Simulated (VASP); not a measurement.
# Which native defect does Gd3Sn7 form most easily?, part 7 of 7

Which native defect is cheapest in Gd3Sn7, and how does that change with the growth condition? The start is a cell from a database of measured crystal structures.

VASP 6.6.1, plane waves and PAW; the level of theory is named at each step.

Still holding for the runs below: The data set Gd_3 holds the 4f electrons frozen in the core, so no f bands or f moments appear.

So far, formation energy of the neutral defect (eV): step 7 (energies of this defect, 39 atoms, defect vacancy, element Sn) 0.918; step 9 (energies of this defect, 39 atoms, defect vacancy, element Gd) 3.28; step 11 (energies of this defect, 40 atoms, defect substitution, element Gd) 2.90; step 13 (energies of this defect, 40 atoms, defect substitution, element Sn) -0.262.

## 14. Relaxing the defect, 41 atoms, defect interstitial Sn

This step: LDA, 4f electrons in the core; plane waves and PAW (Gd_3, Sn) (VASP 6.6.1).

System of this step: Gd12Sn29. The cell holds 41 atoms: 12 Gd and 29 Sn. Cell: a = 13.838 Å, b = 13.838 Å, c = 8.727 Å, α = 80.9°, β = 80.9°, γ = 138.7°. It derives from Gd3Sn7. Nearest the centre at fractional (0.625, -0.125, 0.118): Sn41 at 0.00 Å, Sn24 at 2.24 Å, Sn33 at 2.24 Å, Sn25 at 2.30 Å, Sn28 at 2.30 Å, Sn23 at 2.36 Å, Gd11 at 3.24 Å, Gd6 at 3.46 Å.

File INCAR:

```
SYSTEM = Gd12Sn29
PREC = Normal
ENCUT = 300
EDIFF = 1E-05
NELM = 120
ISMEAR = 1
SIGMA = 0.2
LREAL = Auto
ALGO = Fast
GGA = CA
NBANDS = 144
LASPH = .TRUE.
LORBIT = 11
LWAVE = .FALSE.
LCHARG = .TRUE.
KPAR = 4
NCORE = 2
IBRION = 2
NSW = 50
ISIF = 2
EDIFFG = -0.03
POTIM = 0.4
MAXMIX = 40
ISYM = 2
```

File POSCAR:

```
Gd12Sn29
1.0
    2.1818620484     12.9496022637      4.3639213665
    2.1818620484    -12.9496022637      4.3639213665
    8.7274481936      0.0000000000      0.0000000000
Gd Sn
12 29
Direct
    0.1886862800      0.8113137200      0.2500000000
    0.1886862800      0.8113137200      0.7500000000
    0.6886862800      0.3113137200      0.5000000000
    0.6886862800      0.3113137200      0.0000000000
    0.8113137200      0.1886862800      0.2500000000
    0.8113137200      0.1886862800      0.7500000000
    0.3113137200      0.6886862800      0.5000000000
    0.3113137200      0.6886862800      0.0000000000
    0.2500000000      0.2500000000      0.8750000000
    0.2500000000      0.2500000000      0.3750000000
    0.7500000000      0.7500000000      0.1250000000
    0.7500000000      0.7500000000      0.6250000000
    0.0000000000      0.0000000000      0.2500000000
    0.0000000000      0.0000000000      0.7500000000
    0.5000000000      0.5000000000      0.5000000000
    0.5000000000      0.5000000000      0.0000000000
    0.3470145500      0.1529854500      0.1250000000
    0.3470145500      0.1529854500      0.6250000000
    0.8470145500      0.6529854500      0.3750000000
    0.8470145500      0.6529854500      0.8750000000
    0.1529854500      0.3470145500      0.1250000000
    0.1529854500      0.3470145500      0.6250000000
    0.6529854500      0.8470145500      0.3750000000
    0.6529854500      0.8470145500      0.8750000000
    0.4029211000      0.5970789000      0.2500000000
    0.4029211000      0.5970789000      0.7500000000
    0.9029211000      0.0970789000      0.5000000000
    0.9029211000      0.0970789000      0.0000000000
    0.5970789000      0.4029211000      0.2500000000
    0.5970789000      0.4029211000      0.7500000000
    0.0970789000      0.9029211000      0.5000000000
    0.0970789000      0.9029211000      0.0000000000
    0.5384150500      0.9615849500      0.1250000000
    0.5384150500      0.9615849500      0.6250000000
    0.0384150500      0.4615849500      0.3750000000
    0.0384150500      0.4615849500      0.8750000000
    0.9615849500      0.5384150500      0.1250000000
    0.9615849500      0.5384150500      0.6250000000
    0.4615849500      0.0384150500      0.3750000000
    0.4615849500      0.0384150500      0.8750000000
    0.6250000000      0.8750000000      0.1180555600
```

File KPOINTS:

```
Automatic mesh
0
Gamma
3 3 3
0 0 0
```

Potentials, in the order of the species: Gd_3 and Sn (PBE family, release 64).

Run with:

```console
$ mpirun -np 8 vasp_std
```

The log of the run:

```text
[banner, memory and clock lines left out]
running    8 mpi-ranks, on    1 nodes
[...]
[... a notice as in an earlier step ...]

 LDA part: xc-table for (Slater(with rela. corr.)+CA(PZ))
 , standard interpolation
 POSCAR, INCAR and KPOINTS ok, starting setup
[...]
entering main loop
       N       E                     dE             d eps       ncg     rms          rms(c)
DAV:   1     0.851808601619E+03    0.85181E+03   -0.66779E+04  4072   0.862E+02
DAV:   2    -0.118669154808E+03   -0.97048E+03   -0.92217E+03  4696   0.242E+02
DAV:   3    -0.208127175502E+03   -0.89458E+02   -0.86391E+02  5280   0.556E+01
DAV:   4    -0.211139488042E+03   -0.30123E+01   -0.29555E+01  4944   0.103E+01
[...]
RMM:  12    -0.207581166181E+03    0.13120E-03   -0.86712E-04  4202   0.520E-02    0.626E-02
RMM:  13    -0.207581147282E+03    0.18898E-04   -0.33163E-04  4684   0.273E-02    0.211E-02
RMM:  14    -0.207581145586E+03    0.16963E-05   -0.60983E-05  3609   0.122E-02
   1 F= -.20758115E+03 E0= -.20758529E+03  d E =-.207581E+03
[... from here on, the cycles between the ionic steps are left out ...]
   2 F= -.21585074E+03 E0= -.21585760E+03  d E =-.826960E+01
   3 F= -.21585327E+03 E0= -.21586024E+03  d E =-.827212E+01
   4 F= -.21626824E+03 E0= -.21627513E+03  d E =-.414970E+00
   5 F= -.21637862E+03 E0= -.21638537E+03  d E =-.525345E+00
   6 F= -.21650743E+03 E0= -.21651381E+03  d E =-.128813E+00
   7 F= -.21655476E+03 E0= -.21656067E+03  d E =-.176144E+00
   8 F= -.21658297E+03 E0= -.21658869E+03  d E =-.282115E-01
   9 F= -.21658876E+03 E0= -.21659435E+03  d E =-.339954E-01
  10 F= -.21659741E+03 E0= -.21660290E+03  d E =-.865435E-02
  11 F= -.21659985E+03 E0= -.21660527E+03  d E =-.110964E-01
  12 F= -.21660501E+03 E0= -.21661044E+03  d E =-.515897E-02
  13 F= -.21660699E+03 E0= -.21661243E+03  d E =-.714075E-02
  14 F= -.21660721E+03 E0= -.21661265E+03  d E =-.736054E-02
  15 F= -.21660908E+03 E0= -.21661459E+03  d E =-.187025E-02
  16 F= -.21660917E+03 E0= -.21661470E+03  d E =-.195986E-02
  17 F= -.21660988E+03 E0= -.21661545E+03  d E =-.705122E-03
 trial-energy change:   -0.000705  1 .order   -0.000627   -0.001159   -0.000096
 step:   2.5967(harm=  2.6670)  dis= 0.00340  next Energy=  -216.609880 (dE=-0.708E-03)
 reached required accuracy - stopping structural energy minimisation
```

The job ended after 21 min (8 MPI ranks of Intel Xeon Platinum 8259CL at 2.50GHz (Skylake/Cascade Lake), shared host; peak memory 3.8 GiB).

From OUTCAR (step 14):

```text
  Total       16.2864746     17.6102397     21.2042970     -0.0296046      0.0051500      0.1097484
  in kB       26.4537380     28.6038985     34.4416413     -0.0480860      0.0083650      0.1782618
  external PRESSURE =      29.8330926 kB  Pullay stress =       0.0000000 kB

 POSITION                                       TOTAL-FORCE (eV/Angst)
 -----------------------------------------------------------------------------------
      4.35844     -8.11973      4.32533         0.001122     -0.000963      0.002410
      8.73324     -8.07253      4.31234         0.000605      0.001968     -0.002564
      6.53999      4.87735      4.41472         0.000843      0.001250      0.003482
     10.91400      4.82993      4.40284         0.000050     -0.000668     -0.003025
      4.34250      8.07807      4.34185        -0.001380      0.000076     -0.008304
      8.74680      8.07579      4.33372         0.000800      0.000096     -0.004119
      6.52416     -4.87311      4.39284        -0.001756     -0.000555      0.007967
      2.20117     -4.87238      4.38703        -0.000724     -0.001066      0.004722
      8.71932      0.07451      2.22821         0.004701     -0.002500      0.001090
      4.36587      0.07468      2.13617         0.000240     -0.003255     -0.001394
      4.36107     -0.02627      6.54582         0.002073     -0.001615      0.001007
      8.72333      0.12528      6.54607         0.005047      0.008093     -0.001235
      4.35623    -12.87942      4.36428        -0.005497      0.002259      0.000644
      8.72973    -12.89395      4.35545         0.002184     -0.005002     -0.000938
[...]
-----------------------------------------------------------------------------------
    total drift:                               -0.027060     -0.005429      0.002049

  FREE ENERGIE OF THE ION-ELECTRON SYSTEM (eV)
  ---------------------------------------------------
  free  energy   TOTEN  =      -216.6098772498 eV

  energy  without entropy=     -216.6266031603  energy(sigma->0) =     -216.61545255

[... 2 parts as in an earlier step ...]

[... 2 further parts left out ...]
[key lines of the parts left out:]
E-fermi :   5.9479
```

The run ended after 17 ionic steps, 9.029 eV below its first step, once the forces on the free atoms met EDIFFG = -0.03.

After the relaxation Sn lies 0.09 Å from the centre of its site, and its nearest atoms are 5 Sn at 2.69 to 2.80 Å.

## 15. This defect's formation energies, 41 atoms, defect interstitial

This step: point defect, LDA; plane waves and PAW (VASP 6.6.1).

Derived from the runs above.

E_f is E(defect cell) less E(perfect cell), corrected for the atoms exchanged with their references.

References, in eV an atom: Gd -5.271 (crystal P6_3/mmc) and Sn -4.493 (crystal I4_1/amd). They were run at the supercell's cutoff and functional, without U, and count both elements from their own phases.

The formation energy is 2.673 eV, and the largest move of an atom 0.52 Å.

## 16. All defects in both limits

This step: native point defects, LDA; plane waves and PAW (VASP 6.6.1).

Derived from the runs above.

Neutral cells; the limits come from the host's formation enthalpy alone. Formation energies:

```
           defect  charge  formation energy, Sn-rich (eV)  formation energy, Gd-rich (eV)
       Sn vacancy       0                           0.918                          -0.002
       Gd vacancy       0                           1.138                           3.283
Sn on the Gd site       0                           0.758                           3.823
Gd on the Sn site       0                           1.883                          -1.181
  interstitial Sn       0                           2.673                           3.592
```

## 17. Results

| Item | Value |
| --- | --- |
| host formation enthalpy | -0.644 eV/atom |

What this shows: In the Sn-rich limit the cheapest defect is the Sn on the Gd site, at 0.76 eV. In the Gd-rich limit the cheapest defect is the Gd on the Sn site, at -1.18 eV. A negative value means that the stoichiometric crystal is not stable at this limit, which then lies outside its range. The supercell of 40 atoms is small. Potential shifts are not applied, only the charges listed were run, and a negative energy means that the Fermi level can't reach that place or the limit lies outside the host's range, or that the host's structure gives way. Each defect was run on one site, no other kinds were tried, and all belong to one structure, the phase of space group Cmmm. The limits are set by the pure elements; where other compounds of the two lie between, the true range is narrower and the order of defects can differ.

[Lines on the potential files, build, host, timing and source positions are cut from VASP's logs without a mark.]

[Logs are printed without paths, hosts, clocks, repeated set-up lines and the standing remarks that a program may print on its own settings, such as how far it seeks lower states.]

[Hosts, paths, dates, database ids (printed as entryN), source tags and the programs' standing remarks are cut or masked in the printed files.]

[In band tables of VASP the shares of atoms and orbitals are scaled to a sum of 1 inside the atoms' spheres.]

[Runs that stopped without an error message from VASP are left out.]
